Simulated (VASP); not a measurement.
Zn2SeS (space group P-4m2): the band gap from VASP (plane waves, PAW) at several levels of theory. Gaps are without spin-orbit coupling. Each level names its cell: its own relaxed one, PBE's, or the starting one. A gap is the smallest over the k-mesh and a band path; hybrids may have named points in place of the path, and GW has the mesh alone.  mBJ is a potential without an energy functional, so only the levels count.

```json
[
 {"level": "PBEsol (own cell)", "band gap (eV)": "1.56"},
 {"level": "r2SCAN (own cell)", "band gap (eV)": "2.19"},
 {"level": "mBJ (TB09) (PBE cell)", "band gap (eV)": "3.01"},
 {"level": "HSE06 (PBE cell)", "band gap (eV)": "2.64"}
]
```

The cell of the PBEsol (own cell) run:

Zn₂SSe is taken in the tetragonal space group P-4m2 (No. 115), Pearson symbol tP4. Cell: a = b = 3.8888 Å, c = 5.4839 Å, α = β = γ = 90.00°. Zn on 2g sees 2 S at 2.338 Å and 2 Se at 2.422 Å (tetrahedral). Se on 1d is surrounded by 4 Zn at 2.422 Å (tetrahedral). S on 1b is surrounded by 4 Zn at 2.338 Å (tetrahedral). (Neighbours: up to the widest gap in distance over summed covalent radii, below 1.35, at either atom; cation-cation and far metal-metal contacts left out.)

Only levels that ran to the end are used. Left out are those held back, those with too coarse a band path, GW runs whose mesh misses a band edge, hybrids' fits of cells that aren't cubic and levels without matching references; a question may draw on a part of the rest.

The structure comes from a computed database's Zn2SeS entry (P-4m2); how it stands against other phases isn't given here.
